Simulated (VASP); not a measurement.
TcSe2:

```
CELL_PARAMETERS angstrom
0.00000 3.14575 3.14575
3.14575 0.00000 3.14575
3.14575 3.14575 0.00000
ATOMIC_POSITIONS crystal
Tc 0.00000 0.00000 0.00000
Se 0.25000 0.25000 0.25000
Se 0.75000 0.75000 0.75000
```

The cell comes from a database or a generator and needn't be the stable form of this composition.

Base run:

| Item | Value |
| --- | --- |
| Program | VASP 6.6.1 |
| Functional | PBE |
| Potentials or basis | VASP PAW PBE potentials, release 64 (Tc_pv, Se) |
| Cutoff | 520 eV |
| k mesh | 5 × 5 × 5 |
| Occupations | gaussian, width 0.05 eV |
| Spin | collinear spin, ferromagnetic start |
| Starting moments | [0.5, 0.0, 0.0] μB |
| Hubbard terms | Tc d U = 8 eV |

Its results: band gap on the k mesh none (metal or under the smearing width); pressure 16.5 GPa; net moment 3.19 μB per cell; site moments Tc +4.14; Se -0.38 μB.

The run is repeated on the same cell with these changes: hubbard terms from Tc d U = 8 eV to Tc d U = 4 eV; further incar settings from ALGO = Fast; EDIFF = 1e-06; NBANDS = 24 to ALGO = Normal; EDIFF = 1e-07. What comes out?

Band gap on the k mesh none (metal or under the smearing width); pressure -5.7 GPa; net moment 1.05 μB per cell; site moments Tc +1.32; Se -0.10 μB.

Not every run made on this cell is shown here.
